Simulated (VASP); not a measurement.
Method: PW91 GGA, VASP's PBE PAW potentials (set 64) (plane waves; VASP).

VASP input:

**KPOINTS**
```
Automatic mesh
0
Gamma
9 9 9
0 0 0
```

### INCAR
```
! general
SYSTEM  = PtAl2
PREC    = Accurate
ENCUT   = 520
LREAL   = .FALSE.
LASPH   = .TRUE.

! electronic loop
EDIFF   = 1E-7
NELM    = 100
ALGO    = Normal
LMAXMIX = 6

! smearing
ISMEAR  = 1
SIGMA   = 0.1

! functional
GGA     = 91

! ions
ISIF    = 2

! output
LWAVE   = .FALSE.
LCHARG  = .FALSE.
```

**POSCAR**
```
PtAl2
4.1213950
  0.0000000000   0.7071068265   0.7071068265
  0.7071068265   0.0000000000   0.7071068265
  0.7071068265   0.7071068265   0.0000000000
Al Pt
2 1
Cart
  0.3535534132   0.3535534132   0.3535534132
  1.0606602397   1.0606602397   1.0606602397
  0.0000000000   0.0000000000   0.0000000000
```

POTCAR, in this order: Al Pt (PBE.64 set). Program: vasp_std.

The resulting files:

**OSZICAR**
```
       N       E                     dE             d eps       ncg     rms          rms(c)
DAV:   1     0.516271556766E+02    0.51627E+02   -0.67535E+03   856   0.114E+03
DAV:   2    -0.148009222181E+02   -0.66428E+02   -0.60315E+02   972   0.189E+02
DAV:   3    -0.168037615836E+02   -0.20028E+01   -0.19808E+01  1060   0.321E+01
DAV:   4    -0.168214933100E+02   -0.17732E-01   -0.17724E-01   996   0.359E+00
DAV:   5    -0.168217757306E+02   -0.28242E-03   -0.28241E-03  1076   0.474E-01    0.988E+00
DAV:   6    -0.162743831436E+02    0.54739E+00   -0.29170E+00   964   0.169E+01    0.224E+00
DAV:   7    -0.161928943819E+02    0.81489E-01   -0.19888E-01   920   0.463E+00    0.176E+00
DAV:   8    -0.161613552957E+02    0.31539E-01   -0.30055E-02   968   0.173E+00    0.252E-01
DAV:   9    -0.161613339411E+02    0.21355E-04   -0.20236E-03  1012   0.445E-01    0.171E-01
DAV:  10    -0.161614345375E+02   -0.10060E-03   -0.29882E-04   932   0.152E-01    0.170E-02
DAV:  11    -0.161614316563E+02    0.28812E-05   -0.14589E-05  1032   0.413E-02    0.820E-03
DAV:  12    -0.161614322209E+02   -0.56452E-06   -0.27766E-06   936   0.133E-02    0.238E-03
DAV:  13    -0.161614321818E+02    0.39103E-07   -0.68211E-07  1008   0.840E-03
   1 F= -.16161432E+02 E0= -.16161705E+02  d E =0.819334E-03
```

File OUTCAR:
```
------------------------ aborting loop because EDIFF is reached ----------------------------------------
  FORCE on cell =-STRESS in cart. coord.  units (eV):
  Direction    XX          YY          ZZ          XY          YZ          ZX
  --------------------------------------------------------------------------------------
  Total        2.8460442      2.8460442      2.8460442      0.0000000     -0.0000000      0.0000000
  in kB       92.1158613     92.1158613     92.1158613      0.0000000     -0.0000000      0.0000000
  external PRESSURE =      92.1158613 kB  Pullay stress =       0.0000000 kB
  volume of cell :       49.50
      direct lattice vectors                 reciprocal lattice vectors
     0.000000000  2.914266539  2.914266539    -0.171569756  0.171569756  0.171569756
     2.914266539  0.000000000  2.914266539     0.171569756 -0.171569756  0.171569756
     2.914266539  2.914266539  0.000000000     0.171569756  0.171569756 -0.171569756
 POSITION                                       TOTAL-FORCE (eV/Angst)
 -----------------------------------------------------------------------------------
      1.45713      1.45713      1.45713         0.000000      0.000000      0.000000
      4.37140      4.37140      4.37140        -0.000000     -0.000000     -0.000000
      0.00000      0.00000      0.00000         0.000000     -0.000000      0.000000
 -----------------------------------------------------------------------------------
    total drift:                                0.000000     -0.000000      0.000000
  FREE ENERGIE OF THE ION-ELECTRON SYSTEM (eV)
  ---------------------------------------------------
  free  energy   TOTEN  =       -16.1614321818 eV

  energy  without entropy=      -16.1622515153  energy(sigma->0) =      -16.16170529
```
(Selected blocks of OUTCAR.)

The compound is PtAl2 in the fluorite structure. This cell is one point of a volume scan, at 0.94 of the reference volume.
